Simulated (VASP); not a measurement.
A run of VASP 6.6.1 is set up as follows.

Contents of INCAR:

```
PREC = Accurate
ENCUT = 520
EDIFF = 1E-7
ISMEAR = 0
SIGMA = 0.1
LREAL = False
LASPH = True
NELM = 100
ALGO = Fast
ISIF = 2
LWAVE = False
LCHARG = False
LDIPOL = True
IDIPOL = 3
DIPOL = 0.5 0.5 0.298
GGA = PE
NBANDS = 12
```

Contents of KPOINTS:

```
regular mesh
0
Gamma
  18 18 1
```

Contents of POSCAR:

```
TeP
1.0
    4.0618886201     -0.0000000032      0.0000000000
   -2.0309443073      3.5176987340      0.0000000000
    0.0000000000      0.0000000000     26.8129017600
Te P
1 1
Direct
    0.6666666667      0.3333333333      0.3201747477
    0.3333333333      0.6666666667      0.2765529076
```

Potentials or basis: VASP PAW PBE potentials, release 64 (Te, P).

Launch:

```bash
$ cat potpaw_PBE.64/Te/POTCAR potpaw_PBE.64/P/POTCAR > POTCAR
$ mpirun -np 1 vasp_std > vasp.out
```

Task: Estimate the largest force.

Result: 0.010 eV/Å.

Task: Predict the band gap on the k mesh.

Result: None (metal or under the smearing width).

Forces on the atoms (eV/Å):
```
Te   0.000  0.000 -0.010
P    0.000  0.000  0.010
```

Spin-orbit coupling is left out, which matters for the levels of Te.
